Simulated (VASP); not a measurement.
Data:

```yaml
crystal:
  lattice:
    - [0.00000, 2.60918, 2.60918]
    - [2.60918, 0.00000, 2.60918]
    - [2.60918, 2.60918, 0.00000]
  atoms:
    - { symbol: Mo, position: [0.00000, 0.00000, 0.00000] }
    - { symbol: Se, position: [0.50000, 0.50000, 0.50000] }
```

Computed with PBE GGA, VASP's PBE PAW potentials (set 64) (plane waves; VASP). Settings: 400 eV cut-off, Gaussian smearing of 0.050 eV, potentials Mo_sv Se.

**Question.** Give the energies of bands 6 to 13 at the high-symmetry points, in eV from the Fermi level.

**Answer.** 
```csv
band,Γ,X,U,L,W
6,-2.25,-6.25,-6.07,-7.90,-5.75
7,-2.25,-3.79,-6.04,-5.54,-5.75
8,-2.25,-3.79,-4.83,-5.54,-5.73
9,-1.93,-3.53,-1.68,-0.04,-0.42
10,-1.93,-0.69,0.20,-0.04,-0.42
11,-1.93,0.56,0.67,0.60,0.56
12,-1.54,0.56,1.09,2.58,0.63
13,-1.54,1.43,1.48,4.75,0.98
```

It has no gap at this level: it comes out as a metal or semimetal.

The structure was generated: MoSe was put into the rock salt type (Fm-3m), which need not be its known phase. It was relaxed first, which changed the volume by -31 %.
